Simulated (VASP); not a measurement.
Crystal: CaCuH2.

```
Ca Cu H
1.0
     1.94524    1.12309    4.35738
    -1.94524    1.12309    4.35738
     0.00000   -2.24617    4.35738
Ca Cu H
1 1 2
Direct
  0.50000 0.50000 0.50000
  0.00000 0.00000 0.00000
  0.88181 0.88181 0.88181
  0.11819 0.11819 0.11819
```

The cell was built by a generator and needn't be a form met in nature.

```yaml
Program: VASP 6.6.1
Task: relaxation of cell and atoms
Functional: PBE
Dispersion: TS-HI
Potentials_or_basis: VASP PAW PBE potentials, release 64 (Ca_sv, Cu, H)
Cutoff: 600 eV
k_mesh: 6 × 6 × 6
Occupations: fermi-dirac, width 0.05 eV
Spin: no spin polarisation
```

At the start: pressure -2.4 GPa; volume 14.28 Å³/atom.

**Question.** How do energy, volume and symmetry change on relaxing?

**Answer.** Over 10 steps the energy falls by 9.2 meV/atom and the volume is 13.32 Å³/atom (-6.8 %); space group R-3m (No. 166, to 0.05 Å).

Step by step:
```tsv
step	energy change (eV)	largest force (eV/Å)	pressure (GPa)	volume (Å³)
1	0.0000	0.0551	-2.43	57.12
2	-0.0219	0.1583	-1.19	55.34
3	-0.0265	0.2176	-0.25	54.37
4	-0.0268	0.2422	0.12	53.99
5	-0.0373	0.0047	0.08	53.23
6	-0.0374	0.0007	0.00	53.22
7	-0.0374	0.0012	-0.04	53.26
8	-0.0373	0.0036	-0.10	53.31
9	-0.0369	0.0028	0.07	53.26
10	-0.0369	0.0031	0.01	53.26
```

Final structure:
```
CELL_PARAMETERS angstrom
1.89076 1.09164 4.30073
-1.89076 1.09164 4.30073
0.00000 -2.18327 4.30073
ATOMIC_POSITIONS crystal
Ca 0.50000 0.50000 0.50000
Cu 0.00000 0.00000 0.00000
H 0.88042 0.88042 0.88042
H 0.11958 0.11958 0.11958
```

Caveat: pairwise dispersion overbinds metals, which lowers pressure and volume.
